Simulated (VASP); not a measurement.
Input:

```yaml
crystal:
  lattice:
    - [1.82855, -3.16715, 0.00000]
    - [1.82855, 3.16715, 0.00000]
    - [0.00000, 0.00000, 5.64424]
  atoms:
    - { symbol: Y, position: [0.33333, 0.66667, 0.25000] }
    - { symbol: Y, position: [0.66667, 0.33333, 0.75000] }
```

Method: PBE GGA, VASP's PBE PAW potentials (set 64) (plane waves; VASP 6.6.1). Numerical set-up: 520 eV cut-off, Gaussian smearing of 0.050 eV, potentials Y_sv.

Give the energies of bands 9 to 14 at the high-symmetry points, in eV from the Fermi level.

```json
[
 {"band": "9", "Γ": "-4.68", "M": "-1.68", "K": "-0.71", "A": "-3.21", "L": "-1.64", "H": "-0.38"},
 {"band": "10", "Γ": "-1.83", "M": "-1.19", "K": "-0.69", "A": "-3.21", "L": "-1.64", "H": "-0.38"},
 {"band": "11", "Γ": "1.02", "M": "-0.79", "K": "-0.69", "A": "1.03", "L": "0.10", "H": "-0.37"},
 {"band": "12", "Γ": "1.74", "M": "-0.14", "K": "-0.46", "A": "1.03", "L": "0.10", "H": "-0.37"},
 {"band": "13", "Γ": "1.74", "M": "1.41", "K": "1.11", "A": "1.63", "L": "1.41", "H": "0.42"},
 {"band": "14", "Γ": "2.18", "M": "1.48", "K": "1.11", "A": "1.63", "L": "1.41", "H": "0.42"}
]
```

It has no gap at this level: it comes out as a metal or semimetal.

The compound is Y in the hcp structure. It was relaxed first.
